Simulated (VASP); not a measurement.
## WSe$_{2}$ (relaxed from the layer:2H-MoS2 structure): computed properties

All values below come from r2SCAN meta-GGA, VASP's PBE PAW potentials (set 64) (plane waves; VASP).

- space group: P-6m2 (187)
- cell: a = 3.318 Å, b = 3.318 Å, c = 19.681 Å, α = 90.00°, β = 90.00°, γ = 120.00°
- band gap (over mesh and band path): 1.63 eV
- smallest direct gap (over mesh and band path): 1.63 eV
- band-edge character: direct, K to K

```
WSe2
1.0
    3.31834     0.00000     0.00000
   -1.65917     2.87377     0.00000
    0.00000     0.00000    19.68119
W Se
1 2
Direct
  0.66667   0.33333   0.50000
  0.33333   0.66667   0.41550
  0.33333   0.66667   0.58450
```

The cell holds vacuum, so volume and density refer to the whole cell. The cell holds a wide vacuum, so values per volume refer to the whole cell. Unless said otherwise, spin-orbit coupling is left out, though it shifts the bands of the heavy elements here.

The cell is a sheet with vacuum, built from a generated structure.
